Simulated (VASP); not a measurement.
The system is Si3Ge.

```
Si Ge
1.0
     3.88200    0.00000    0.00000
     0.00000    3.88200    0.00000
     0.00000    0.00000    5.49000
Si Ge
3 1
Cartesian
  1.9410 1.9410 2.7450
  1.9410 0.0000 4.1175
  0.0000 1.9410 1.3725
  0.0000 0.0000 0.0000
```

The cell was built by a generator and needn't be a form met in nature.

```yaml
Program: VASP 6.6.1
Task: relaxation of cell and atoms
Functional: PBE
Potentials_or_basis: VASP PAW PBE potentials, release 64 (Si, Ge_d)
Cutoff: 520 eV
k_mesh: 5 × 5 × 4
Occupations: gaussian, width 0.15 eV
Spin: no spin polarisation
```

At the start: pressure 2.3 GPa; volume 20.68 Å³/atom.

Problem. How do energy, volume and symmetry change on relaxing?

Solution. Over 6 steps the energy falls by 7.2 meV/atom and the volume is 21.21 Å³/atom (+2.5 %); space group P-4m2 (No. 115, to 0.05 Å).

The path:
| step | energy change (eV) | largest force (eV/Å) | pressure (GPa) | volume (Å³) |
| --- | --- | --- | --- | --- |
| 1 | 0.0000 | 0.5365 | 2.32 | 82.73 |
| 2 | -0.0193 | 0.1057 | -1.49 | 86.38 |
| 3 | -0.0244 | 0.2454 | -0.02 | 85.11 |
| 4 | -0.0241 | 0.2019 | -1.12 | 85.49 |
| 5 | -0.0244 | 0.2245 | -0.46 | 85.28 |
| 6 | -0.0289 | 0.0381 | 0.33 | 84.83 |

Final structure:
```
Si Ge
1.0
     3.92111    0.00000    0.00000
     0.00000    3.92111    0.00000
     0.00000    0.00000    5.51706
Si Ge
3 1
Direct
  0.50000 0.50000 0.50000
  0.50000 0.00000 0.74451
  0.00000 0.50000 0.25549
  0.00000 0.00000 0.00000
```
